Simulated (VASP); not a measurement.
An input for Ansatz (written as the equivalent of a VASP run, and not itself run):

Ansatz 0.2 input:
```yaml
crystal:
  lattice:
    - [0.0000000, 2.9863447, 2.9863447]
    - [2.9863447, 0.0000000, 2.9863447]
    - [2.9863447, 2.9863447, 0.0000000]
  atoms:
    - { symbol: Pb, position: [0.0000000, 0.0000000, 0.0000000] }
    - { symbol: S, position: [0.5000000, 0.5000000, 0.5000000] }
kpoints:
  mp_grid: { grid: [8, 8, 8] }
hamiltonian:
  xc: r2scan
  pseudopotentials: { kind: paw }
scf:
  occupations: { method: gaussian, width: 0.05 }
  max_iter: 100
output: { forces: true, stress: true, eigenvalues: true }
```

Q: Translate this input to VASP (INCAR, KPOINTS, POSCAR, choice of POTCAR).

A: Several could match; the one computed here: 
**INCAR**
```
ISMEAR=0
LMAXMIX=4   # l cut-off of mixed one-centre charges
ISIF=2
LASPH=.TRUE.   # aspherical one-centre terms
METAGGA=R2SCAN
SIGMA=0.05
LMIXTAU=.TRUE.
EDIFF=1E-7
LREAL=.FALSE.
LWAVE=.FALSE.
ENCUT=520
NELM=100
ALGO=Normal   # blocked Davidson
LCHARG=.FALSE.
SYSTEM=PbS
PREC=Accurate
```

### KPOINTS
```
Automatic
0
G
8 8 8
```

### POSCAR
```
PbS
1
    0.0000000000     2.9863446726     2.9863446726
    2.9863446726     0.0000000000     2.9863446726
    2.9863446726     2.9863446726     0.0000000000
Pb S
1 1
Direct
  0.0000000000   0.0000000000   0.0000000000
  0.5000000000   0.5000000000   0.5000000000
```

POTCAR, in this order: Pb_d S (PBE.64 set). Program: vasp_std.

What does not carry over: each code has its own PAW files, so the cut-off isn't converted (ENCUT is set for VASP's; basis.ecutwfc is left out, and Ansatz then takes the one that its files recommend); Ansatz stops its SCF on the density residual and VASP on the energy change (EDIFF).

The compound is PbS in the rock salt structure. It was relaxed first.
